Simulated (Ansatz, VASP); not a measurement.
# Cross-check of ScGe (ScGe (Cmcm)) between VASP and Ansatz, part 2 of 2

Wanted: the spread between two codes on one cell, functional and k mesh. The cell is taken from a series of runs on this material, whose earlier steps may have relaxed, scaled, displaced or heated it; both programs get it as it stands.

VASP 6.6.1 and Ansatz 0.2.0.

So far: The starting structure; Ansatz: relaxation of cell and atoms, r2SCAN.

### Step 3. VASP: relaxation of cell and atoms, r2SCAN

Level of this step: r2SCAN; plane waves and PAW (Sc_sv, Ge_d) (VASP).

The same cell, functional, mesh and smearing now go to VASP, with its own data sets.

Lines of VASP's logs that name or quote its potential files are left out, and so is its time.

File INCAR:

```
SYSTEM = ScGe
PREC = Accurate
ENCUT = 550
EDIFF = 1E-07
NELM = 120
ISMEAR = -1
SIGMA = 0.05
LREAL = .FALSE.
ALGO = Normal
METAGGA = R2SCAN
LASPH = .TRUE.
NBANDS = 31
LORBIT = 11
LWAVE = .FALSE.
LCHARG = .FALSE.
ISIF = 3
IBRION = 2
NSW = 80
EDIFFG = -0.005
GGA_COMPAT = .FALSE.
NELMIN = 4
LMIXTAU = .TRUE.
KPAR = 2
```

File POSCAR:

```
ScGe
1.0
    2.0048450000     -5.0508360000      0.0000000000
    2.0048450000      5.0508360000      0.0000000000
    0.0000000000      0.0000000000      3.7749540000
Sc Ge
2 2
Direct
    0.8630093117      0.1369906883      0.2500001325
    0.1369906883      0.8630093117      0.7500001325
    0.5895071628      0.4104928372      0.2500001325
    0.4104928372      0.5895071628      0.7500001325
```

File KPOINTS:

```
Automatic mesh
0
Gamma
10 10 10
0 0 0
```

The projector-augmented-wave data sets are Sc_sv and Ge_d (PBE family, release 64).

The run is started by

```
$ mpirun -np 2 vasp_std
```

Numbers of over 12 decimals in the logs are rounded to 6 here.

Log:

```text
[banner, memory and clock lines left out]
running    2 mpi-ranks, on    1 nodes
 distrk:  each k-point on    1 cores,    2 groups
 distr:  one band on    1 cores,    1 groups

 POSCAR found type information on POSCAR ScGe
 POSCAR found :  2 types and       4 ions
|                                                                             |
|               ----> ADVICE to this user running VASP <----                  |
|                                                                             |
|     You enforced a specific xc type in the INCAR file but a different       |
|     [... a line on the potential file left out ...]
|     I HOPE YOU KNOW WHAT YOU ARE DOING!                                     |
|                                                                             |

 LDA part: xc-table for (None), standard interpolation
 POSCAR, INCAR and KPOINTS ok, starting setup
 FFT: planning ... GRIDC
 FFT: planning ... GRID_SOFT
 FFT: planning ... GRID
 WAVECAR not read
 entering main loop
       N       E                     dE             d eps       ncg     rms          rms(c)
DAV:   1     0.723409428985E+03    0.72341E+03   -0.25410E+04 12690   0.389E+03
DAV:   2     0.417001323592E+02   -0.68171E+03   -0.66904E+03 12732   0.101E+03
DAV:   3    -0.568509925886E+02   -0.98551E+02   -0.96430E+02 16149   0.302E+02
DAV:   4    -0.636900614619E+02   -0.68391E+01   -0.65628E+01 15837   0.751E+01
DAV:   5    -0.640168519506E+02   -0.32679E+00   -0.32581E+00 18069   0.187E+01    0.133E+01
DAV:   6    -0.555095383447E+02    0.85073E+01   -0.12108E+01 16795   0.616E+01    0.290E+00
DAV:   7    -0.529359038972E+02    0.25736E+01   -0.30963E+00 15677   0.172E+01    0.165E+00
DAV:   8    -0.536844954342E+02   -0.74859E+00   -0.13497E+00 13487   0.627E+00    0.103E+00
DAV:   9    -0.541410730711E+02   -0.45658E+00   -0.23035E-01 15105   0.443E+00    0.684E-01
DAV:  10    -0.539698314477E+02    0.17124E+00   -0.31173E-01 14192   0.348E+00    0.248E-01
DAV:  11    -0.540361625012E+02   -0.66331E-01   -0.30437E-02 15514   0.129E+00    0.151E-01
DAV:  12    -0.540865821564E+02   -0.50420E-01   -0.85312E-02 13086   0.155E+00    0.135E-01
DAV:  13    -0.540822943630E+02    0.42878E-02   -0.75983E-03 18012   0.757E-01    0.145E-01
DAV:  14    -0.540851986895E+02   -0.29043E-02   -0.15046E-03 15087   0.290E-01    0.942E-02
[...]
DAV:  18    -0.540921261328E+02   -0.52239E-04   -0.55833E-05 16350   0.553E-02    0.134E-02
DAV:  19    -0.540921816353E+02   -0.55503E-04   -0.62567E-05 13646   0.442E-02    0.518E-03
DAV:  20    -0.540921809723E+02    0.66306E-06   -0.89391E-06 14943   0.221E-02    0.375E-03
DAV:  21    -0.540921785910E+02    0.23813E-05   -0.43563E-06 11876   0.135E-02    0.278E-03
DAV:  22    -0.540921814694E+02   -0.28784E-05   -0.21478E-06 12326   0.940E-03    0.179E-03
DAV:  23    -0.540921819386E+02   -0.46929E-06   -0.83361E-07 10914   0.701E-03    0.813E-04
DAV:  24    -0.540921818277E+02    0.11097E-06   -0.12752E-07  9623   0.425E-03    0.419E-04
DAV:  25    -0.540921818878E+02   -0.60152E-07   -0.31152E-07 10432   0.392E-03
   1 F= -.54092182E+02 E0= -.54084663E+02  d E =-.540922E+02
[...]
2 F= -.54092262E+02 E0= -.54084728E+02  d E =-.804562E-04
[...]
3 F= -.54092306E+02 E0= -.54084754E+02  d E =-.123613E-03
[...]
4 F= -.54092275E+02 E0= -.54084688E+02  d E =-.926943E-04
[...]
5 F= -.54092312E+02 E0= -.54084752E+02  d E =-.130544E-03
 curvature:  -0.19 expect dE=-0.418E-05 dE for cont linesearch -0.115E-07
 trial: gam= 0.20081 g(F)=  0.110E-04 g(S)=  0.115E-04 ort = 0.247E-05 (trialstep = 0.132E+01)
 search vector abs. value=  0.274E-04
 bond charge predicted
       N       E                     dE             d eps       ncg     rms          rms(c)
DAV:   1    -0.540924686766E+02   -0.15617E-03   -0.11273E-02 18231   0.153E+00    0.875E-02
DAV:   2    -0.540923614830E+02    0.10719E-03   -0.60602E-04 14324   0.287E-01    0.377E-02
DAV:   3    -0.540923335427E+02    0.27940E-04   -0.98383E-05 17532   0.115E-01    0.132E-02
DAV:   4    -0.540923285425E+02    0.50002E-05   -0.24646E-05 12954   0.458E-02    0.438E-03
DAV:   5    -0.540923307260E+02   -0.21835E-05   -0.17636E-05 15179   0.378E-02    0.265E-03
DAV:   6    -0.540923315207E+02   -0.79468E-06   -0.15449E-06 13881   0.128E-02    0.177E-03
DAV:   7    -0.540923311017E+02    0.41893E-06   -0.24985E-07 10826   0.503E-03    0.587E-04
DAV:   8    -0.540923308983E+02    0.20341E-06   -0.32821E-07 10441   0.560E-03    0.392E-04
DAV:   9    -0.540923309910E+02   -0.92707E-07   -0.52756E-08  7257   0.390E-03
   6 F= -.54092331E+02 E0= -.54084781E+02  d E =-.185587E-04
 trial-energy change:   -0.000019  1 .order   -0.000015   -0.000030    0.000000
 step:   1.3139(harm=  1.3129)  dis= 0.00073  next Energy=   -54.092331 (dE=-0.186E-04)
 reached required accuracy - stopping structural energy minimisation
```

From OUTCAR (step 3):

```text
ion  position               nearest neighbor table
   1  0.863  0.137  0.250-   3 2.76   4 2.80   4 2.80   4 2.80   4 2.80   3 3.04   3 3.04   2 3.35
                             2 3.35
   2  0.137  0.863  0.750-   4 2.76   3 2.80   3 2.80   3 2.80   3 2.80   4 3.04   4 3.04   1 3.35
                             1 3.35
   3  0.590  0.410  0.250-   4 2.61   4 2.61   1 2.76   2 2.80   2 2.80   2 2.80   2 2.80   1 3.04
                             1 3.04
   4  0.410  0.590  0.750-   3 2.61   3 2.61   2 2.76   1 2.80   1 2.80   1 2.80   1 2.80   2 3.04
                             2 3.04

  LATTYP: Found a base centered orthorhombic cell.
 ALAT       =     4.0096900000
 B/A-ratio  =     2.5193149595
 C/A-ratio  =     0.9414578184

 Subroutine GETGRP returns: Found  8 space group operations
 (whereof  4 operations were pure point group operations)

The static configuration has the point symmetry C_2h.
 The point group associated with its full space group is D_2h.

 Found    186 irreducible k-points:

   k-points           NKPTS =    186   k-points in BZ     NKDIM =    186   number of bands    NBANDS=     31

   dimension x,y,z NGX =    42 NGY =   42 NGZ =   30
   dimension x,y,z NGXF=    84 NGYF=   84 NGZF=   60

   ENCUT  =  550.0 eV  40.42 Ry    6.36 a.u.  10.39 10.39  7.22*2*pi/ulx,y,z

   NELECT =      50.0000    total number of electrons

 k-points in reciprocal lattice and weights: Automatic mesh
   0.00000000  0.00000000  0.00000000       0.001
   0.10000000  0.00000000  0.00000000       0.004
   0.20000000  0.00000000  0.00000000       0.004
   0.30000000  0.00000000  0.00000000       0.004
   0.40000000 -0.00000000  0.00000000       0.004
   0.50000000  0.00000000  0.00000000       0.002
   0.10000000  0.10000000  0.00000000       0.002
   0.20000000  0.10000000  0.00000000       0.004
   0.30000000  0.10000000  0.00000000       0.004
[...]
-0.40000000  0.40000000  0.50000000       0.002
   0.50000000  0.50000000  0.50000000       0.001

 average (electrostatic) potential at core
       1 -49.3231       2 -49.3231       3 -77.8212       4 -77.8212

 E-fermi :   6.0035

 k-point     1 :       0.0000    0.0000    0.0000
  band No.  band energies     occupation
    ...
     20      -1.3565      2.00000
     21       2.3654      2.00000
     22       3.9685      2.00000
     23       4.6211      2.00000
     24       5.1958      2.00000
     25       6.2605      0.01165
     26       6.4818      0.00014
     27       7.2291      0.00000
     28       7.9584      0.00000
     29       8.1003      0.00000
    ...

 k-point     2 :       0.1000    0.0000    0.0000
  band No.  band energies     occupation
    ...
     20      -1.3242      2.00000
     21       2.2648      2.00000
     22       3.7636      2.00000
     23       4.5299      2.00000
     24       5.0075      2.00000
     25       6.4505      0.00026
     26       6.5512      0.00003
     27       7.0906      0.00000
     28       7.5858      0.00000
     29       8.2927      0.00000
    ...

 k-point     3 :       0.2000    0.0000    0.0000
  band No.  band energies     occupation
    ...
     20      -1.2397      2.00000
     21       1.9389      2.00000
     22       3.4277      2.00000
     23       4.3014      2.00000
     24       4.4761      2.00000
     25       6.6308      0.00001
     26       6.8395      0.00000
     27       7.1329      0.00000
     28       7.2433      0.00000
     29       8.0046      0.00000
    ...

  Total        0.0042670      0.0175000      0.0182369      0.0000000     -0.0000000      0.0000000
  in kB        0.0894287      0.3667689      0.3822140      0.0000000     -0.0000000      0.0000000
  external PRESSURE =       0.2794705 kB  Pullay stress =       0.0000000 kB

  energy-cutoff  :      550.00
  volume of cell :       76.45
      direct lattice vectors                 reciprocal lattice vectors
     2.007044453 -5.048680574 -0.000000000     0.249122534 -0.099035776  0.000000000
     2.007044453  5.048680574  0.000000000     0.249122534  0.099035776 -0.000000000
     0.000000000  0.000000000  3.772166082     0.000000000 -0.000000000  0.265099674

 POSITION                                       TOTAL-FORCE (eV/Angst)
 -----------------------------------------------------------------------------------
      2.00704     -3.66926      0.94304         0.000000     -0.001300      0.000000
      2.00704      3.66926      2.82913         0.000000      0.001300      0.000000
      2.00704     -0.90529      0.94304         0.000000     -0.003894     -0.000000
      2.00704      0.90529      2.82913         0.000000      0.003894      0.000000
 -----------------------------------------------------------------------------------
    total drift:                                0.000000      0.000000     -0.000753

  FREE ENERGIE OF THE ION-ELECTRON SYSTEM (eV)
  ---------------------------------------------------
  free  energy   TOTEN  =       -54.0923309910 eV

  energy  without entropy=      -54.0772312264  energy(sigma->0) =      -54.08478111

 reached required accuracy - stopping structural energy minimisation

 total charge
# of ion       s       p       d       tot
------------------------------------------
    1        2.164   6.136   1.086   9.387
    2        2.164   6.136   1.086   9.387
    3        1.116   1.356  10.015  12.486
    4        1.116   1.356  10.015  12.486
--------------------------------------------------
tot          6.560  14.984  22.202  43.746

[... 3 further parts left out ...]
```

### Step 4. Comparison

Known differences besides the potentials themselves: VASP keeps PBE cores, Ansatz makes them for the functional; the cutoff is 500 eV in Ansatz and 550 eV in VASP; Ansatz adds a Pulay correction to the stress that steers its cell, VASP none. Total energies have different zeros and are not compared.

Compared:

```
                                         quantity  Ansatz   VASP  difference
                                      volume (Å³)   76.31  76.45     -0.18 %
edge a after relaxation, in the typed setting (Å)   5.429  5.433     -0.06 %
edge c after relaxation, in the typed setting (Å)   3.771  3.772     -0.04 %
```

### Step 5. Outcome

| Property | Result |
| --- | --- |
| difference in volume (relaxation of cell and atoms, r2SCAN) | -0.18 % |

In words: The difference in volume is -0.18 % (relaxation of cell and atoms, r2SCAN), within the 1.2 % picked in this series as the mark of a large difference, as far as the stopping tolerances let one tell. How closely two codes agree says nothing of how well the functional describes the real material.

[Lines on the potential files, build, host, timing and source positions are cut from VASP's logs without a mark.]

[Logs are printed without paths, hosts, clocks, repeated set-up lines and the standing remarks that a program may print on its own settings, such as how far it seeks lower states.]

[Hosts, paths, dates, database ids (printed as entryN), source tags and the programs' standing remarks are cut or masked in the printed files.]
